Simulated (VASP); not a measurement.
Level of theory: PBE GGA with D3 dispersion (Becke-Johnson damping), VASP's PBE PAW potentials (set 64) (plane waves; VASP).

VASP ran on this input.

**POSCAR**
```
Si2Mo
1
   -1.5888246061     1.5888246061     3.8981666593
    1.5888246061    -1.5888246061     3.8981666593
    1.5888246061     1.5888246061    -3.8981666593
Mo Si
1 2
Direct
  0.0000000000   0.0000000000   0.0000000000
  0.3345925076   0.3345925076   0.0000000000
  0.6654074924   0.6654074924   0.0000000000
```

File KPOINTS:
```
kpoints
0
gamma
 15 15 15
0 0 0
```

### INCAR
```
# general
SYSTEM =Si2Mo
PREC   =Accurate
ENCUT  =400
LREAL  =.FALSE.
LASPH  =.TRUE.

# electronic loop
EDIFF  =1E-7
NELM   =100
ALGO   =Normal
LMAXMIX=4

# smearing
ISMEAR =-5

# functional
GGA    =PE
IVDW   =12

# ions
ISIF   =2

# output
LWAVE  =.FALSE.
LCHARG =.TRUE.
LORBIT =11
NEDOS  =601
```

POTCAR, in this order: Mo_sv Si (PBE.64 set). Program: vasp_std.

Predict the energy per atom (σ→0), dispersion energy, band gap (on the k-mesh).

| Quantity | Result |
|---|---|
| energy per atom (σ→0) | -8.331 eV/atom |
| dispersion energy | -1.769 eV |
| band gap (on the k-mesh) | none (metal, semimetal or under 0.01 eV) |

**OSZICAR**
```
...
DAV:   8    -0.232259676119E+02    0.33670E-01   -0.11132E-01 10383   0.280E+00    0.452E-01
DAV:   9    -0.232253115405E+02    0.65607E-03   -0.20305E-03 10586   0.400E-01    0.241E-01
DAV:  10    -0.232252733016E+02    0.38239E-04   -0.61319E-04 10425   0.232E-01    0.546E-02
DAV:  11    -0.232252560833E+02    0.17218E-04   -0.20358E-04 10460   0.115E-01    0.362E-02
DAV:  12    -0.232252583786E+02   -0.22953E-05   -0.25735E-05  9781   0.375E-02    0.667E-03
DAV:  13    -0.232252575181E+02    0.86050E-06   -0.54971E-07 10467   0.675E-03    0.139E-03
DAV:  14    -0.232252574283E+02    0.89820E-07   -0.10679E-08  5706   0.783E-04
   1 F= -.24994173E+02 E0= -.24994173E+02  d E =0.000000E+00
```

The structure comes from a measured Si2Mo entry (I4/mmm) of the Crystallography Open Database, whose conditions weren't checked. It was relaxed first.
